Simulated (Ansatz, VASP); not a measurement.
# Cross-check of Be2Ge between VASP and Ansatz, part 2 of 2

Wanted: the spread between two codes on one cell, functional and k mesh. The cell is generated by rule, not measured, and may not be a known phase. The cell is taken from a series of runs on this material, whose earlier steps may have relaxed, scaled, displaced or heated it; both programs get it as it stands.

VASP 6.6.1 and Ansatz 0.2.0.

So far: The starting structure; VASP: relaxation of cell and atoms, PBEsol, pair 1; Ansatz: relaxation of cell and atoms, PBEsol, pair 1; Comparison.

## 5. VASP: relaxation of cell and atoms, PBEsol, pair 2

Level of this step: PBEsol; plane waves and PAW (Ge_d, Be); invented cell (VASP).

The relaxed volume is the usual yardstick between codes: in a stiff, nearly cubic crystal its relative difference is about their pressure difference at one cell divided by the bulk modulus. This pair takes another cell of the material, with 6 atoms against 3 for the pair before.

File INCAR:

```
SYSTEM = Be2Ge
PREC = Accurate
ENCUT = 600
EDIFF = 1E-07
NELM = 120
ISMEAR = 1
SIGMA = 0.15
LREAL = .FALSE.
ALGO = Normal
GGA = PS
NBANDS = 24
LORBIT = 11
LWAVE = .FALSE.
LCHARG = .FALSE.
ISIF = 3
IBRION = 2
NSW = 80
EDIFFG = -0.005
LASPH = .TRUE.
GGA_COMPAT = .FALSE.
NELMIN = 4
KPAR = 2
```

File POSCAR:

```
Be2Ge
1.0
    0.0000000000     -2.6658020000     -2.6658020000
    0.0000000000      2.6658020000     -2.6658020000
    5.3316040000      0.0000000000      0.0000000000
Ge Be
2 4
Direct
    0.5239192558      0.5239192558      0.5000000000
    0.9760807442      0.9760807442      0.0000000000
    0.0262585143      0.4737414857      0.7500000000
    0.4737414857      0.0262585143      0.2500000000
    0.0262585143      0.4737414857      0.2500000000
    0.4737414857      0.0262585143      0.7500000000
```

File KPOINTS:

```
Automatic mesh
0
Gamma
8 8 6
0 0 0
```

The projector-augmented-wave data sets are Ge_d and Be (PBE family, release 64).

On the command line:

```sh
$ mpirun -np 2 vasp_std
```

Numbers of over 12 decimals in the logs are rounded to 6 here.

What it wrote:

```text
[banner, memory and clock lines left out]
running    2 mpi-ranks, on    1 nodes
[...]
[... a notice as in an earlier step ...]

 LDA part: xc-table for (Slater+PW92), standard interpolation
 POSCAR, INCAR and KPOINTS ok, starting setup
[...]
entering main loop
       N       E                     dE             d eps       ncg     rms          rms(c)
DAV:   1     0.259742843841E+03    0.25974E+03   -0.18998E+04  4656   0.365E+03
DAV:   2     0.179874289033E+02   -0.24176E+03   -0.23490E+03  4056   0.749E+02
DAV:   3    -0.233393361111E+02   -0.41327E+02   -0.40948E+02  5120   0.170E+02
DAV:   4    -0.248506281613E+02   -0.15113E+01   -0.15106E+01  4896   0.381E+01
[...]
DAV:  11    -0.245674589229E+02   -0.16194E-05   -0.54769E-06  5056   0.174E-02    0.198E-03
DAV:  12    -0.245674589939E+02   -0.70964E-07   -0.12095E-06  4976   0.153E-02    0.872E-04
DAV:  13    -0.245674590784E+02   -0.84507E-07   -0.88409E-08  3448   0.351E-03
   1 F= -.24567459E+02 E0= -.24567821E+02  d E =-.245675E+02
[... from here on, the cycles between the ionic steps are left out ...]
   2 F= -.24575953E+02 E0= -.24576126E+02  d E =-.849397E-02
   3 F= -.24580373E+02 E0= -.24580340E+02  d E =-.129138E-01
   8 F= -.24582366E+02 E0= -.24582405E+02  d E =-.917699E-03
   9 F= -.24582886E+02 E0= -.24582947E+02  d E =-.520504E-03
  10 F= -.24583300E+02 E0= -.24583388E+02  d E =-.934208E-03
  11 F= -.24583543E+02 E0= -.24583687E+02  d E =-.117729E-02
  12 F= -.24583726E+02 E0= -.24583882E+02  d E =-.183187E-03
  13 F= -.24583838E+02 E0= -.24584013E+02  d E =-.294751E-03
  14 F= -.24583842E+02 E0= -.24584015E+02  d E =-.299428E-03
  15 F= -.24583842E+02 E0= -.24584016E+02  d E =-.298927E-03
  16 F= -.24583868E+02 E0= -.24584037E+02  d E =-.259385E-04
  17 F= -.24583877E+02 E0= -.24584044E+02  d E =-.349426E-04
  18 F= -.24583890E+02 E0= -.24584054E+02  d E =-.484694E-04
[...]
reached required accuracy - stopping structural energy minimisation
```

OUTCAR, selected parts (step 5):

```text
  Total       -0.0097497     -0.0058224      0.0088138      0.0000000      0.0000000      0.0000000
  in kB       -0.2069065     -0.1235628      0.1870452      0.0000000      0.0000000      0.0000000
  external PRESSURE =      -0.0478080 kB  Pullay stress =       0.0000000 kB

 POSITION                                       TOTAL-FORCE (eV/Angst)
 -----------------------------------------------------------------------------------
      2.59890      0.00000     -2.83759        -0.000000      0.000000      0.003445
      0.00000      0.00000     -5.18008        -0.000000      0.000000     -0.003445
      3.89835      1.19151     -1.33628        -0.000000      0.000488      0.000000
      1.29945     -1.19151     -1.33628         0.000000     -0.000488      0.000000
      1.29945      1.19151     -1.33628         0.000000      0.000488      0.000000
      3.89835     -1.19151     -1.33628        -0.000000     -0.000488      0.000000
 -----------------------------------------------------------------------------------
    total drift:                                0.000000      0.000000     -0.000000

  FREE ENERGIE OF THE ION-ELECTRON SYSTEM (eV)
  ---------------------------------------------------
  free  energy   TOTEN  =       -24.5838903234 eV

  energy  without entropy=      -24.5843816765  energy(sigma->0) =      -24.58405411

[... 1 part as in an earlier step ...]

[... 3 further parts left out ...]
[key lines of the parts left out:]
E-fermi :   6.5437
```

The run keeps the 8 symmetry operations of its start, so it cannot find a distortion of lower symmetry.

## 6. Ansatz: relaxation of cell and atoms, PBEsol, pair 2

The same cell, functional, mesh and smearing now go to Ansatz, which takes its cutoff from its data sets.

The cell is taken from a series of runs on this material, whose earlier steps may have relaxed, scaled, displaced or heated it; both programs get it as it stands.

File input.yaml:

```yaml
crystal:
  lattice:
    - [0.0, -2.6658020919, -2.6658020919]
    - [0.0, 2.6658020919, -2.6658020919]
    - [5.3316041838, 0.0, 0.0]
  atoms:
    - { symbol: Ge, position: [0.5239193253, 0.5239193253, 0.5] }
    - { symbol: Ge, position: [-0.0239193253, -0.0239193253, 0.0] }
    - { symbol: Be, position: [0.0262585134, 0.4737414866, 0.75] }
    - { symbol: Be, position: [0.4737414866, 0.0262585134, 0.25] }
    - { symbol: Be, position: [0.0262585134, 0.4737414866, 0.25] }
    - { symbol: Be, position: [0.4737414866, 0.0262585134, 0.75] }
kpoints:
  mp_grid: { grid: [8, 8, 6] }
hamiltonian:
  xc: pbesol
scf:
  occupations: { method: methfessel_paxton, width: 0.15 }
output:
  forces: true
  stress: true
  eigenvalues: true
relax:
  adjacent_minimum: "off"
  f_tol: 0.002
  max_steps: 120
  cell: { stress_tol: 0.03 }
```

On the command line:

```sh
$ ansatz run input.yaml --threads 4 --pin off --max-ram 7168MiB --backend cpu --events-out ev --progress --plain --runs-dir out
```

What it wrote:

```text
[...]
Crystal: 6 atoms, lattice volume = 75.778 Å³
Basis set: ecut = 420 eV, 1465 PW (Γ), exchange–correlation on 54×54×72 points (8 copies of the dense FFT grid, shifted against one another)
Bands: 24, of which v1, the nominal top of the filled ones, is band 18 counted from 1 (17 counted from 0)
Symmetry: 8 space group operations
[...]
k-points: 84 of 384
[...]
cell:  # Å, volume = 75.3943 Å³
    - [0.0, -2.715878, -2.672250]
    - [0.0, 2.715878, -2.672250]
    - [5.194233, 0.0, 0.0]
  atoms:
    - { symbol: Ge, position: [0.530828, 0.530828, 0.5] }
    - { symbol: Ge, position: [-0.030828, -0.030828, 0] }
    - { symbol: Be, position: [0.030817, 0.469183, 0.75] }
    - { symbol: Be, position: [0.469183, 0.030817, 0.25] }
    - { symbol: Be, position: [0.030817, 0.469183, 0.25] }
    - { symbol: Be, position: [0.469183, 0.030817, 0.75] }
[key lines of the parts left out:]
SCF converged after 7 iterations
Free energy (F): -8867.108724 eV
Fermi energy:    9.153274 eV
P = ⅓ Tr σ = 0.0020 GPa (0.020 kbar)
```

## 7. Differences

Both answers:

```tsv
quantity	Ansatz	VASP	difference
volume (Å³)	75.39	75.50	-0.14 %
edge a after relaxation, in the typed setting (Å)	3.810	3.811	-0.03 %
edge c after relaxation, in the typed setting (Å)	5.194	5.198	-0.07 %
```

## 8. Ansatz: relaxation of cell and atoms, PBEsol, pair 3

The relaxed volume is the usual yardstick between codes: in a stiff, nearly cubic crystal its relative difference is about their pressure difference at one cell divided by the bulk modulus.

The cell is taken from a series of runs on this material, whose earlier steps may have relaxed, scaled, displaced or heated it; both programs get it as it stands.

input.yaml, the sections that differ from step 6:

```yaml
crystal:
  lattice:
    - [0.0, -2.6658020919, -2.6658020919]
    - [0.0, 2.6658020919, -2.6658020919]
    - [5.3316041838, 0.0, 0.0]
  atoms:
    - { symbol: Ge, position: [0.4661729657, 0.5, 0.5] }
    - { symbol: Ge, position: [0.0338270343, 0.0, 0.0] }
    - { symbol: Be, position: [-0.0371351458, 0.5, 0.75] }
    - { symbol: Be, position: [0.5371351458, 0.0, 0.25] }
    - { symbol: Be, position: [-0.0371351458, 0.5, 0.25] }
    - { symbol: Be, position: [0.5371351458, 0.0, 0.75] }
# kpoints, hamiltonian, scf, output, relax: as in step 6
```

What it wrote:

```text
[...]
Crystal: 6 atoms, lattice volume = 75.778 Å³
Basis set: ecut = 420 eV, 1465 PW (Γ), exchange–correlation on 54×54×72 points (8 copies of the dense FFT grid, shifted against one another)
Bands: 24, of which v1, the nominal top of the filled ones, is band 18 counted from 1 (17 counted from 0)
Symmetry: 8 space group operations
[...]
k-points: 100 of 384
[...]
cell:  # Å, volume = 74.9680 Å³
    - [0, -2.751852, -2.751852]
    - [0, 2.668032, -2.668032]
    - [5.105400, 0, 0]
  atoms:
    - { symbol: Ge, position: [0.443904, 0.500000, 0.5] }
    - { symbol: Ge, position: [0.056096, 0.0, 0] }
    - { symbol: Be, position: [-0.061534, 0.5, 0.749376] }
    - { symbol: Be, position: [0.561534, 0.0, 0.249376] }
    - { symbol: Be, position: [-0.061534, 0.5, 0.250624] }
    - { symbol: Be, position: [0.561534, 0.0, 0.750624] }
[key lines of the parts left out:]
SCF converged after 6 iterations
Free energy (F): -8867.127159 eV
Fermi energy:    8.996209 eV
P = ⅓ Tr σ = 0.0055 GPa (0.055 kbar)
```

## 9. VASP: relaxation of cell and atoms, PBEsol, pair 3

The same cell, functional, mesh and smearing now go to VASP, with its own data sets.

INCAR is that of step 5.

File POSCAR:

```
Be2Ge
1.0
    0.0000000000     -2.6658020000     -2.6658020000
    0.0000000000      2.6658020000     -2.6658020000
    5.3316040000      0.0000000000      0.0000000000
Ge Be
2 4
Direct
    0.4661730316      0.5000000000      0.5000000000
    0.0338269684      0.0000000000      0.0000000000
    0.9628648339      0.5000000000      0.7500000000
    0.5371351661      0.0000000000      0.2500000000
    0.9628648339      0.5000000000      0.2500000000
    0.5371351661      0.0000000000      0.7500000000
```

KPOINTS is that of step 5.

On the command line:

```sh
$ mpirun -np 2 vasp_std
```

What it wrote:

```text
[... set-up lines as in an earlier step ...]
 entering main loop
       N       E                     dE             d eps       ncg     rms          rms(c)
DAV:   1     0.258459433877E+03    0.25846E+03   -0.19030E+04  5560   0.364E+03
DAV:   2     0.175060828694E+02   -0.24095E+03   -0.23414E+03  4880   0.741E+02
DAV:   3    -0.233934475193E+02   -0.40900E+02   -0.40564E+02  6136   0.170E+02
DAV:   4    -0.248541052772E+02   -0.14607E+01   -0.14601E+01  5680   0.374E+01
[...]
DAV:  11    -0.245718380721E+02   -0.16062E-05   -0.51170E-06  6208   0.155E-02    0.194E-03
DAV:  12    -0.245718381148E+02   -0.42668E-07   -0.12894E-06  5944   0.168E-02    0.820E-04
DAV:  13    -0.245718381817E+02   -0.66921E-07   -0.93694E-08  3944   0.384E-03
   1 F= -.24571838E+02 E0= -.24572179E+02  d E =-.245718E+02
[... from here on, the cycles between the ionic steps are left out ...]
   2 F= -.24578235E+02 E0= -.24578390E+02  d E =-.639715E-02
   3 F= -.24581351E+02 E0= -.24581375E+02  d E =-.951268E-02
  16 F= -.24596331E+02 E0= -.24596580E+02  d E =-.181239E-02
  17 F= -.24598271E+02 E0= -.24598668E+02  d E =-.375161E-02
  18 F= -.24598353E+02 E0= -.24598775E+02  d E =-.383382E-02
  19 F= -.24599990E+02 E0= -.24600360E+02  d E =-.163739E-02
  20 F= -.24600979E+02 E0= -.24601245E+02  d E =-.262588E-02
  21 F= -.24601283E+02 E0= -.24601522E+02  d E =-.304214E-03
  22 F= -.24601285E+02 E0= -.24601522E+02  d E =-.306222E-03
  23 F= -.24601384E+02 E0= -.24601614E+02  d E =-.988271E-04
  24 F= -.24601418E+02 E0= -.24601644E+02  d E =-.132525E-03
  25 F= -.24601422E+02 E0= -.24601646E+02  d E =-.136881E-03
  26 F= -.24601437E+02 E0= -.24601666E+02  d E =-.151126E-04
 trial-energy change:   -0.000015  1 .order   -0.000016   -0.000035    0.000002
 step:   1.4449(harm=  1.4635)  dis= 0.00046  next Energy=   -24.601437 (dE=-0.152E-04)
 reached required accuracy - stopping structural energy minimisation
```

Parts of OUTCAR (step 9):

```text
  Total       -0.0162047     -0.0033073     -0.0033073      0.0000000      0.0003379      0.0000000
  in kB       -0.3455241     -0.0705193     -0.0705193      0.0000000      0.0072042      0.0000000
  external PRESSURE =      -0.1621876 kB  Pullay stress =       0.0000000 kB

 POSITION                                       TOTAL-FORCE (eV/Angst)
 -----------------------------------------------------------------------------------
      2.55760      0.11085     -2.55873        -0.000000      0.001931      0.001931
      0.00000     -0.15171     -0.15171        -0.000000     -0.001931     -0.001931
      3.83301     -1.25032     -3.91990        -0.001327      0.001231      0.001231
      1.27541     -1.54184     -1.54184        -0.001327     -0.001231     -0.001231
      1.28219     -1.25032     -3.91990         0.001327      0.001231      0.001231
      3.83979     -1.54184     -1.54184         0.001327     -0.001231     -0.001231
 -----------------------------------------------------------------------------------
    total drift:                               -0.000000     -0.000000      0.000000

  FREE ENERGIE OF THE ION-ELECTRON SYSTEM (eV)
  ---------------------------------------------------
  free  energy   TOTEN  =       -24.6014369694 eV

  energy  without entropy=      -24.6021247271  energy(sigma->0) =      -24.60166622

[... 1 part as in an earlier step ...]

[... 3 further parts left out ...]
[key lines of the parts left out:]
E-fermi :   6.3676
```

## 10. Differences

Both answers:

```tsv
quantity	Ansatz	VASP	difference
volume (Å³)	74.97	75.14	-0.23 %
edge a after relaxation, in the typed setting (Å)	3.892	3.891	+0.02 %
edge b after relaxation, in the typed setting (Å)	3.773	3.775	-0.06 %
edge c after relaxation, in the typed setting (Å)	5.105	5.115	-0.19 %
```

## 11. Summary of results

```
difference in volume (relaxation of cell and atoms, PBEsol, pair 1) : -0.16 %
difference in volume (relaxation of cell and atoms, PBEsol, pair 2) : -0.14 %
difference in volume (relaxation of cell and atoms, PBEsol, pair 3) : -0.23 %
```

In words: The difference in volume is -0.23 % (relaxation of cell and atoms, PBEsol, pair 3), within the 1.2 % picked in this series as the mark of a large difference, as far as the stopping tolerances let one tell. 1 further run of this series is not shown here. How closely two codes agree says nothing of how well the functional describes the real material.

[Lines on the potential files, build, host, timing and source positions are cut from VASP's logs without a mark.]

[Logs are printed without paths, hosts, clocks, repeated set-up lines and the standing remarks that a program may print on its own settings, such as how far it seeks lower states.]

[Hosts, paths, dates, database ids (printed as entryN), source tags and the programs' standing remarks are cut or masked in the printed files.]
